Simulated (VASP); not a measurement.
All values below come from PBEsol GGA, VASP's PBE PAW potentials (set 64) (plane waves; VASP).

The input files of a VASP run:

### INCAR
```
# general
SYSTEM =MgCdS2
PREC   =Accurate
ENCUT  =400
LREAL  =.False.
LASPH  =.True.
NBANDS =51

# electronic loop
EDIFF  =1E-7
NELM   =100
ALGO   =Normal
LMAXMIX=4

# smearing
ISMEAR =0
SIGMA  =0.01

# functional
GGA    =PS

# output
LWAVE  =.False.
LCHARG =.False.
NEDOS  =1001

# other
LOPTICS=.True.
CSHIFT =0.1
```

File POSCAR:
```
MgCdS2
1
    3.7591581522     0.0000000000     0.0000000000
    0.0000000000     3.7591581522     0.0000000000
    0.0000000000     0.0000000000     5.3050775836
Mg Cd S
1 1 2
Direct
  0.5000000000   0.5000000000   0.5000000000
  0.0000000000   0.0000000000   0.0000000000
  0.0000000000   0.0000000000   0.5000000000
  0.5000000000   0.5000000000   0.0000000000
```

File KPOINTS:
```
K-points
0
G
 13 13 10
```

POTCAR, in this order: Mg Cd S (PBE.64 set). Program: vasp_std.

What will the output report for the number of irreducible k-points (NKPTS), largest plane-wave count, number of space-group operations, FFT grid (NGX, NGY, NGZ)?

The number of irreducible k-points (NKPTS) is 168 and the largest plane-wave count is 1384. The number of space-group operations comes out as 16 and the FFT grid (NGX, NGY, NGZ) comes out as 28 × 28 × 36.

The structure comes from a computed database's MgCdS2 entry (P4/mmm); how it stands against other phases isn't given here. It was relaxed first.
